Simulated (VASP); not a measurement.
These are PBE GGA, VASP's PBE PAW potentials (set 64) (plane waves; VASP) values and carry that method's errors.

VASP ran on this input.

### KPOINTS
```
Automatic mesh
0
Gamma
9 9 9
0 0 0
```

POSCAR:
```
InAs
1.0
  0.0000000000   3.0929167403   3.0929167403
  3.0929167403   0.0000000000   3.0929167403
  3.0929167403   3.0929167403   0.0000000000
In As
1 1
Cart
  0.0000000000   0.0000000000   0.0000000000
  1.5464583702   1.5464583702   1.5464583702
```

### INCAR
```
SYSTEM = InAs
PREC = Accurate; ENCUT = 400; LREAL = .FALSE.
LASPH = .TRUE.
EDIFF = 1E-6; NELM = 100; ALGO = Normal
LMAXMIX = 4
ISMEAR = 1; SIGMA = 0.1
GGA = PE
IBRION = 2; NSW = 60; ISIF = 3
EDIFFG = -0.01
LWAVE = .FALSE.; LCHARG = .FALSE.
```

POTCAR, in this order: In_d As (PBE.64 set). Program: vasp_std.

**Question.** What will the output report for the number of irreducible k-points (NKPTS), largest plane-wave count, number of space-group operations, FFT grid (NGX, NGY, NGZ)?

**Answer.** 
```yaml
number of irreducible k-points (NKPTS): 35
largest_plane_wave_count: 1089
number_of_space_group_operations: 24
FFT grid (NGX, NGY, NGZ): 30 × 30 × 30
```

The compound is InAs in the zinc blende structure. It was relaxed first, which changed the volume by +6 %. The start is the result of an earlier pass.
